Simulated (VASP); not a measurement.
```
Mg2Sn
1.0
    0.00000     3.38634     3.38634
    3.38634     0.00000     3.38634
    3.38634     3.38634     0.00000
Mg Sn
2 1
Cartesian
  1.69317   1.69317   1.69317
  5.07952   5.07952   5.07952
  3.38634   6.77269   3.38634
```

Computed with optB88-vdW, VASP's PBE PAW potentials (set 64) (plane waves; VASP). Settings: 520 eV cut-off, 9×9×9 Γ-centred mesh, tetrahedra with Blöchl corrections, potentials Mg Sn_d.

Unless said otherwise, spin-orbit coupling is left out, though it shifts the bands of the heavy elements here.

Q: Tabulate the total density of states (states/eV per cell) against energy (eV; zero at the valence-band maximum or, without a gap, the Fermi level).

A: 
(E (eV), DOS (states/eV)): (-9.94, 0.00); (-9.60, 0.00); (-9.25, 0.00); (-8.91, 0.21); (-8.57, 0.53); (-8.22, 0.85); (-7.88, 1.58); (-7.54, 2.14); (-7.20, 0.00); (-6.85, 0.00); (-6.51, 0.00); (-6.17, 0.00); (-5.82, 0.00); (-5.48, 0.00); (-5.14, 0.00); (-4.79, 0.00); (-4.45, 0.50); (-4.11, 2.52); (-3.76, 1.00); (-3.42, 1.05); (-3.08, 1.20); (-2.73, 1.13); (-2.39, 1.26); (-2.05, 1.78); (-1.71, 1.92); (-1.36, 1.73); (-1.02, 1.59); (-0.68, 1.01); (-0.33, 0.43); (0.01, 0.05); (0.35, 0.24); (0.70, 0.60); (1.04, 1.24); (1.38, 2.10); (1.73, 2.65); (2.07, 0.71); (2.41, 2.84); (2.75, 2.14); (3.10, 1.73); (3.44, 1.51)
Within 2 eV below the Fermi level the largest weight inside VASP's projection spheres is Sn p.

The compound is Mg2Sn in the antifluorite structure. It was relaxed first.
